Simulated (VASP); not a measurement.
# SnSe: structure and properties in VASP, part 3 of 3

Aim: relax SnSe with r2SCAN + rVV10, compute its properties on that cell and hold them against experiment. Left out of this account: 1 further run (core levels: core levels are not valid at this level). The start is a computed cell from the Materials Project.

VASP 6.6.1, plane waves and PAW; the level of theory is named at each step.

So far, gap on the k-mesh (eV): step 2 (full relaxation (r2SCAN + rVV10)) 0.984; step 6 (total and projected DOS (r2SCAN + rVV10)) 0.918; step 8 (volume scan with r2SCAN + rVV10) 0.885; step 9 (volume scan with r2SCAN + rVV10 (run 2)) 0.921; step 17 (independent-particle dielectric function (r2SCAN + rVV10)) 0.918. The relaxed cell has a, b, c = 11.536, 4.122, 4.586 Å (conventional setting).

## (18) Band structure (r2SCAN + rVV10 + SOC)

This step: r2SCAN with rVV10, spin-orbit coupling; plane waves and PAW (Sn_d, Se) (VASP 6.6.1).

The mesh alone shows little of the dispersion and can miss band extrema, so KPOINTS_OPT adds a path through the symmetry points after the self-consistent cycle. Spin-orbit coupling needs spinors and the noncollinear program, where each band holds one electron.

Input file INCAR:

```
SYSTEM = SnSe
PREC = Accurate
ENCUT = 400
EDIFF = 1E-06
NELM = 100
ISMEAR = 0
SIGMA = 0.05
LREAL = .FALSE.
ALGO = Normal
METAGGA = R2SCAN
LUSE_VDW = .TRUE.
IVDW_NL = 2
BPARAM = 11.95
CPARAM = 0.0093
LASPH = .TRUE.
LNONCOLLINEAR = .TRUE.
MAGMOM = 0 0 0 0 0 0 0 0 0 0 0 0 0 0 0 0 0 0 0 0 0 0 0 0
NBANDS = 98
GGA_COMPAT = .FALSE.
LSORBIT = .TRUE.
LORBIT = 11
LWAVE = .FALSE.
LCHARG = .FALSE.
KPAR = 4
```

Input file POSCAR:

```
SnSe
1.0
   11.5360300577      0.0000000000      0.0000000000
    0.0000000000      4.1220954806      0.0000000000
    0.0000000000      0.0000000000      4.5860693156
Sn Se
4 4
Direct
    0.6175420852      0.7500000000      0.3821711671
    0.8824579148      0.2500000000      0.8821711671
    0.3824579148      0.2500000000      0.6178288329
    0.1175420852      0.7500000000      0.1178288329
    0.1464903121      0.2500000000      0.5155170547
    0.6464903121      0.2500000000      0.9844829453
    0.3535096879      0.7500000000      0.0155170547
    0.8535096879      0.7500000000      0.4844829453
```

Input file KPOINTS:

```
Automatic mesh
0
Gamma
2 5 5
0 0 0
```

Input file KPOINTS_OPT:

```
Line mode
12
Line-mode
Reciprocal
  0.00000000   0.00000000   0.00000000 GAMMA
  0.00000000   0.50000000   0.00000000 X

  0.00000000   0.50000000   0.00000000 X
  0.00000000   0.50000000   0.50000000 S

  0.00000000   0.50000000   0.50000000 S
  0.00000000   0.00000000   0.50000000 Y

  0.00000000   0.00000000   0.50000000 Y
  0.00000000   0.00000000   0.00000000 GAMMA

  0.00000000   0.00000000   0.00000000 GAMMA
  0.50000000   0.00000000   0.00000000 Z

  0.50000000   0.00000000   0.00000000 Z
  0.50000000   0.50000000   0.00000000 U

  0.50000000   0.50000000   0.00000000 U
  0.50000000   0.50000000   0.50000000 R

  0.50000000   0.50000000   0.50000000 R
  0.50000000   0.00000000   0.50000000 T

  0.50000000   0.00000000   0.50000000 T
  0.50000000   0.00000000   0.00000000 Z

  0.00000000   0.00000000   0.50000000 Y
  0.50000000   0.00000000   0.50000000 T

  0.50000000   0.50000000   0.00000000 U
  0.00000000   0.50000000   0.00000000 X

  0.00000000   0.50000000   0.50000000 S
  0.50000000   0.50000000   0.50000000 R
```

Potentials, in the order of the species: Sn_d and Se (PBE family, release 64).

Started as:

```sh
$ mpirun -np 4 vasp_ncl
```

It took 42 min on 4 MPI ranks of Intel Xeon 6975P-C (Granite Rapids), shared host; peak memory 4.7 GiB.

This step gave:

```yaml
bands: 98
irreducible_k_points: 18
free_energy_toten: -158.0195 eV
fermi_energy: 5.147 eV
pressure: -0.008281 GPa
least_gap_on_mesh_and_path: 0.8360 eV
least_direct_gap_on_mesh_and_path: 1.106 eV
valence_top_at_k: 0, 0, 0.3182
conduction_bottom_at_k: 0, 0.3182, 0
least_direct_gap_at_k: 0, 0.3182, 0
```

On-site spin-orbit energy by atom:

| atom | on-site spin-orbit energy (eV) |
| --- | --- |
| Sn1 | -0.0840 |
| Sn2 | -0.0840 |
| Sn3 | -0.0840 |
| Sn4 | -0.0840 |
| Se5 | -0.0394 |
| Se6 | -0.0394 |
| Se7 | -0.0394 |
| Se8 | -0.0394 |

The electronic bands at the labelled points (eV, zero at the valence-band top; v1 is the highest filled band, c1 the lowest empty one):

| point | v4 | v3 | v2 | v1 | c1 | c2 | c3 | c4 |
| --- | --- | --- | --- | --- | --- | --- | --- | --- |
| Γ | -0.81 | -0.81 | -0.37 | -0.37 | 0.99 | 0.99 | 2.93 | 2.93 |
| 0.45 of the way | -0.67 | -0.67 | -0.36 | -0.36 | 1.27 | 1.27 | 1.51 | 1.51 |
| X | -1.01 | -1.01 | -1.01 | -1.01 | 1.32 | 1.32 | 1.32 | 1.32 |
| 0.45 of the way | -0.93 | -0.93 | -0.80 | -0.80 | 1.29 | 1.29 | 1.44 | 1.44 |
| S | -1.40 | -1.40 | -1.40 | -1.40 | 2.84 | 2.84 | 2.84 | 2.84 |
| 0.45 of the way | -0.98 | -0.98 | -0.83 | -0.83 | 1.72 | 1.72 | 1.89 | 1.89 |
| Y | -0.12 | -0.12 | -0.12 | -0.12 | 1.48 | 1.48 | 1.48 | 1.48 |
| 0.45 of the way | -0.50 | -0.50 | -0.08 | -0.08 | 1.32 | 1.32 | 1.56 | 1.56 |
| Γ | -0.81 | -0.81 | -0.37 | -0.37 | 0.99 | 0.99 | 2.93 | 2.93 |
| 0.55 of the way | -0.70 | -0.70 | -0.42 | -0.42 | 1.79 | 1.79 | 2.78 | 2.78 |
| Z | -0.54 | -0.54 | -0.54 | -0.54 | 2.70 | 2.70 | 2.70 | 2.70 |
| 0.45 of the way | -0.47 | -0.47 | -0.45 | -0.45 | 1.93 | 1.93 | 1.94 | 1.94 |
| U | -1.20 | -1.20 | -1.20 | -1.20 | 1.63 | 1.63 | 1.63 | 1.63 |
| 0.45 of the way | -1.47 | -1.47 | -1.44 | -1.44 | 2.31 | 2.31 | 2.38 | 2.38 |
| R | -1.50 | -1.50 | -1.50 | -1.50 | 2.65 | 2.65 | 2.65 | 2.65 |
| 0.45 of the way | -1.24 | -1.24 | -1.24 | -1.24 | 2.60 | 2.60 | 2.60 | 2.60 |
| T | -0.13 | -0.13 | -0.13 | -0.13 | 1.48 | 1.48 | 1.48 | 1.48 |
| 0.55 of the way | -0.69 | -0.69 | -0.69 | -0.69 | 2.19 | 2.19 | 2.19 | 2.19 |
| Z | -0.54 | -0.54 | -0.54 | -0.54 | 2.70 | 2.70 | 2.70 | 2.70 |
| jump to Y | -0.12 | -0.12 | -0.12 | -0.12 | 1.48 | 1.48 | 1.48 | 1.48 |
| 0.55 of the way | -0.12 | -0.12 | -0.12 | -0.12 | 1.45 | 1.45 | 1.45 | 1.45 |
| T | -0.13 | -0.13 | -0.13 | -0.13 | 1.48 | 1.48 | 1.48 | 1.48 |
| jump to U | -1.20 | -1.20 | -1.20 | -1.20 | 1.63 | 1.63 | 1.63 | 1.63 |
| 0.45 of the way | -1.13 | -1.13 | -1.13 | -1.13 | 1.47 | 1.47 | 1.47 | 1.47 |
| X | -1.01 | -1.01 | -1.01 | -1.01 | 1.32 | 1.32 | 1.32 | 1.32 |
| jump to S | -1.40 | -1.40 | -1.40 | -1.40 | 2.84 | 2.84 | 2.84 | 2.84 |

Of the projections kept (Sn, Se), the largest for each band there; the rest of the weight can lie on other orbitals:

| point | v4 | v3 | v2 | v1 | c1 | c2 | c3 | c4 |
| --- | --- | --- | --- | --- | --- | --- | --- | --- |
| Γ | Se 0.74 | Se 0.74 | Se 0.69 | Se 0.69 | Sn 0.85 | Sn 0.85 | Sn 0.70 | Sn 0.70 |
| X | Se 0.51 | Se 0.51 | Se 0.51 | Se 0.51 | Sn 0.68 | Sn 0.68 | Sn 0.68 | Sn 0.68 |
| S | Se 0.67 | Se 0.67 | Se 0.67 | Se 0.67 | Sn 0.66 | Sn 0.66 | Sn 0.66 | Sn 0.66 |
| Y | Sn 0.51 | Sn 0.51 | Sn 0.51 | Sn 0.51 | Sn 0.72 | Sn 0.72 | Sn 0.72 | Sn 0.72 |
| Γ | Se 0.74 | Se 0.74 | Se 0.69 | Se 0.69 | Sn 0.85 | Sn 0.85 | Sn 0.70 | Sn 0.70 |
| Z | Se 0.73 | Se 0.73 | Se 0.73 | Se 0.73 | Sn 0.68 | Sn 0.68 | Sn 0.68 | Sn 0.68 |

The gap moves by -0.03 eV against r2SCAN with rVV10, which ran on another mesh.

The path shows an indirect gap of 0.84 eV (valence top between Y and Γ, conduction bottom between Γ and X). The least direct gap is 1.11 eV.

## (19) What came out

| Item | Value |
| --- | --- |
| relaxed volume | 27.26 Å³/atom |
| relaxed conventional cell a, b, c | 11.536, 4.122, 4.586 Å |
| space group after relaxing, within 0.02 Å | Pnma (No. 62) |
| band gap | 0.867 eV, indirect (least direct gap of that run 1.12 eV) |
| gap among the points of the DOS mesh alone, an upper bound | 0.918 eV |
| highest zone-centre mode | 193 cm⁻¹ |
| bulk modulus from the fit | 54.4 GPa |
| volume from the fit | 27.3 Å³/atom |
| strongest peak of ε2, mean over directions | 2.41 eV |
| ε1 at zero frequency, no local fields, mean | 15.6 |
| band gap (r2SCAN + rVV10 + SOC) | 0.836 eV, indirect (least direct gap of that run 1.11 eV) |

In words: With r2SCAN + rVV10, SnSe relaxes to 27.26 Å³/atom in space group Pnma (held by the symmetry of the run), has an indirect gap of 0.867 eV and has a bulk modulus of 54.4 GPa at fixed shape and positions, an upper bound. Bands along the symmetry lines (r2SCAN + rVV10): The path shows an indirect gap of 0.87 eV (valence top between Y and Γ, conduction bottom between Γ and X). The least direct gap is 1.12 eV. Zone-centre phonons (r2SCAN + rVV10): The highest mode in this list at Γ, 192.7 cm⁻¹, has its largest share on Se (65 % of the kinetic energy). Band structure (r2SCAN + rVV10 + SOC): The path shows an indirect gap of 0.84 eV (valence top between Y and Γ, conduction bottom between Γ and X). The least direct gap is 1.11 eV. The scan held shape and positions, so its modulus is an upper bound, and a miss against the measured one is not the functional's alone. Semilocal functionals usually underestimate gaps. Modes at Γ alone can't show that the crystal is stable at other wave vectors, and the LO-TO splitting is not included. No search among competing phases was made, and a listed structure need not be the one stable at ambient conditions. All values are for a static lattice at zero temperature.

Comparison with the measured values:

```
                 quantity  measured  r2SCAN with rVV10  r2SCAN with rVV10, spin-orbit coupling  Birch-Murnaghan fit, r2SCAN with rVV10
   lattice constant a (Å)    11.501    11.536 (+0.3 %)                                       -                                       -
   lattice constant b (Å)     4.153     4.122 (-0.7 %)                                       -                                       -
   lattice constant c (Å)     4.445     4.586 (+3.2 %)                                       -                                       -
band gap (least gap) (eV)      0.83                  -                         0.84 (+0.01 eV)                                       -
       bulk modulus (GPa)      39.8                  -                                       -                            54 (+36.8 %)
```

Measured values from arxiv:1712.09198 (2017), pmc:9284162 (2022) and arxiv:1608.06763 (2016).

Verdict: The lattice constant a is off by +0.3 %: good agreement. The lattice constant b is off by -0.7 %: fair agreement. The lattice constant c is off by +3.2 %: a clear miss. The band gap is off by +0.01 eV: good agreement. An optical gap can lie under the band gap by the exciton's binding. Zero-point and thermal motion shift the measured gap. The bulk modulus is off by +36.8 %: a clear miss. The grades are ours: good and fair within 0.7 and 1.5 % for the lattice constant a, 0.7 and 1.5 % for the lattice constant b, 0.8 and 2 % for the lattice constant c and 5 and 12 % for the bulk modulus. Zero-point motion and thermal expansion (measured at up to 300 K) are not in the computed lattice constants and bulk modulus.

[Lines on the potential files, build, host, timing and source positions are cut from VASP's logs without a mark.]

[Logs are printed without paths, hosts, clocks, repeated set-up lines and the standing remarks that a program may print on its own settings, such as how far it seeks lower states.]

[Hosts, paths, dates, database ids (printed as entryN), source tags and the programs' standing remarks are cut or masked in the printed files.]

[A measured line is paired with the nearest computed mode of its activity, which favours agreement.]
